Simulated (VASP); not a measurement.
Output of a VASP run:

### OSZICAR
```
       N       E                     dE             d eps       ncg     rms          rms(c)
DAV:   1     0.410513602580E+03    0.41051E+03   -0.27460E+04  1448   0.150E+03
DAV:   2    -0.704925275902E+00   -0.41122E+03   -0.40351E+03  1566   0.340E+02
DAV:   3    -0.224024095858E+02   -0.21697E+02   -0.21463E+02  1542   0.668E+01
DAV:   4    -0.230716981425E+02   -0.66929E+00   -0.66619E+00  1556   0.111E+01
DAV:   5    -0.230944736018E+02   -0.22775E-01   -0.22768E-01  1682   0.209E+00    0.194E+01
DAV:   6    -0.224899490779E+02    0.60452E+00   -0.11280E+01  1375   0.155E+01    0.907E+00
DAV:   7    -0.223112889894E+02    0.17866E+00   -0.10767E+01  1417   0.132E+01    0.637E+00
DAV:   8    -0.218868841985E+02    0.42440E+00   -0.16434E+00  1516   0.579E+00    0.286E+00
DAV:   9    -0.218784328084E+02    0.84514E-02   -0.33023E-01  1634   0.249E+00    0.952E-01
DAV:  10    -0.218740551924E+02    0.43776E-02   -0.36571E-02  1593   0.958E-01    0.262E-01
DAV:  11    -0.218744032978E+02   -0.34811E-03   -0.15291E-03  1499   0.231E-01    0.141E-01
DAV:  12    -0.218743440935E+02    0.59204E-04   -0.13345E-04  1430   0.675E-02    0.858E-02
DAV:  13    -0.218743339959E+02    0.10098E-04   -0.73509E-05  1636   0.459E-02    0.317E-02
DAV:  14    -0.218743345202E+02   -0.52425E-06   -0.26810E-06  1467   0.782E-03    0.276E-02
DAV:  15    -0.218743339139E+02    0.60628E-06   -0.72703E-07  1347   0.465E-03    0.144E-02
DAV:  16    -0.218743334824E+02    0.43147E-06   -0.10030E-06  1413   0.417E-03    0.573E-03
DAV:  17    -0.218743334605E+02    0.21969E-07   -0.92198E-08   963   0.146E-03
   1 F= -.21874333E+02 E0= -.21874333E+02  d E =0.000000E+00
```

### OUTCAR
```
------------------------ aborting loop because EDIFF is reached ----------------------------------------
  FORCE on cell =-STRESS in cart. coord.  units (eV):
  Direction    XX          YY          ZZ          XY          YZ          ZX
  --------------------------------------------------------------------------------------
  Total       -0.0073277     -0.0073277      0.0111732      0.0000000      0.0000000      0.0000000
  in kB       -0.0743693     -0.0743692      0.1133975      0.0000000      0.0000000      0.0000000
  external PRESSURE =      -0.0117803 kB  Pullay stress =       0.0000000 kB
  volume of cell :      157.86
      direct lattice vectors                 reciprocal lattice vectors
     1.786306232 -3.093972711  0.000000000     0.279907214 -0.161604528  0.000000000
     1.786306232  3.093972711  0.000000000     0.279907214  0.161604528  0.000000000
     0.000000000  0.000000000 14.281781547     0.000000000  0.000000000  0.070019276
 POSITION                                       TOTAL-FORCE (eV/Angst)
 -----------------------------------------------------------------------------------
      1.78631      1.03133     12.52448        -0.000000      0.000000      0.015733
      1.78631     -1.03133      5.38359        -0.000000      0.000000      0.015733
      1.78631     -1.03133      1.75730        -0.000000      0.000000     -0.015733
      1.78631      1.03133      8.89819        -0.000000     -0.000000     -0.015733
      1.78631      1.03133      3.57045        -0.000000     -0.000000      0.000000
      1.78631     -1.03133     10.71134         0.000000      0.000000      0.000000
 -----------------------------------------------------------------------------------
    total drift:                                0.000273      0.001661     -0.000026
  FREE ENERGIE OF THE ION-ELECTRON SYSTEM (eV)
  ---------------------------------------------------
  free  energy   TOTEN  =       -21.8743334605 eV

  energy  without entropy=      -21.8743334605  energy(sigma->0) =      -21.87433346

 total charge

# of ion       s       p       d       tot
------------------------------------------
    1        1.390   1.978   0.057   3.426
    2        1.390   1.978   0.057   3.426
    3        1.390   1.978   0.057   3.426
    4        1.390   1.978   0.057   3.426
    5        2.250   6.131   3.971  12.351
    6        2.250   6.131   3.971  12.351
--------------------------------------------------
tot         10.062  20.174   8.171  38.407

 Electric field gradients after diagonalization (V/A^2)
 (convention: |V_zz| > |V_xx| > |V_yy|)
----------------------------------------------------------------------
 ion       V_xx      V_yy      V_zz     asymmetry (V_yy - V_xx)/ V_zz
----------------------------------------------------------------------
   1      85.965    85.965  -171.930       0.000
   2      85.965    85.965  -171.930       0.000
   3      85.965    85.965  -171.930       0.000
   4      85.965    85.965  -171.930       0.000
   5      37.441    37.435   -74.877       0.000
   6      37.441    37.435   -74.877       0.000
```
(Selected blocks of OUTCAR.)

POSCAR:
```
MoTe2
1
    1.7863062317    -3.0939727112     0.0000000000
    1.7863062317     3.0939727112     0.0000000000
    0.0000000000     0.0000000000    14.2817815472
Te Mo
4 2
Direct
  0.3333330000   0.6666670000   0.8769551466
  0.6666670000   0.3333330000   0.3769551466
  0.6666670000   0.3333330000   0.1230448534
  0.3333330000   0.6666670000   0.6230448534
  0.3333330000   0.6666670000   0.2500000000
  0.6666670000   0.3333330000   0.7500000000
```

Reconstruct the remaining input files.

This is not unique; one that fits is the input of the run itself, optB88-vdW, plane waves, VASP's PBE PAW potentials (set 64).

**INCAR**
```
# general
SYSTEM    =  MoTe2
PREC      =  Accurate
ENCUT     =  520   # plane-wave cut-off (eV)
LREAL     =  .FALSE.
LASPH     =  .TRUE.   # aspherical one-centre terms

# electronic loop
EDIFF     =  1E-7   # SCF stop (eV)
NELM      =  100   # most electronic steps
ALGO      =  Normal   # blocked Davidson
LMAXMIX   =  4

# smearing
ISMEAR    =  -5   # tetrahedra, Bloechl

# functional
GGA       =  BO
LUSE_VDW  =  .TRUE.
AGGAC     =  0.0
PARAM1    =  0.1833333333
PARAM2    =  0.22

# ions
ISIF      =  2   # forces and stress, cell fixed

# output
LWAVE     =  .FALSE.
LCHARG    =  .TRUE.
LORBIT    =  11   # lm-projected
NEDOS     =  601

# other
LEFG      =  .TRUE.
```

File KPOINTS:
```
Automatic
0
gamma
 8 8 2
0 0 0
```

POTCAR, in this order: Te Mo_sv (PBE.64 set). Program: vasp_std.

The compound is MoTe2 in the 2H layered structure. It was relaxed first, which changed the volume by +5 %.
